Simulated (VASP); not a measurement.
Here is the system:

```
CELL_PARAMETERS angstrom
      0.00000     1.77077     1.77077
      1.77077     0.00000     1.77077
      1.77077     1.77077     0.00000
ATOMIC_POSITIONS crystal
  Ni 0.00000 0.00000 0.00000
```
Starting moments (μB, in the order of the record's atoms Ni): 0.6.

Level of theory: revPBE GGA, VASP's PBE PAW potentials (set 64) (plane waves; VASP). Settings: 520 eV cut-off, 20×20×20 Γ-centred mesh, tetrahedra with Blöchl corrections, potentials Ni.

Task: Estimate the cell moment, energy per atom (σ→0), band gap (on the k-mesh) with the smallest direct gap where there is one.

Result: 
The band gap (on the k-mesh) is none (metal, semimetal or under 0.01 eV), the cell moment comes out as 0.63 μB and the energy per atom (σ→0) is -5.062 eV/atom.

Task: Give the moment on each site (PAW-sphere projection).

Result: 
```json
[
 {"site": "Ni1", "moment (μB)": "0.64"}
]
```

Total energies compare only between runs with the same potentials, cut-off and functional.

The compound is Ni in the fcc structure. It was relaxed first.
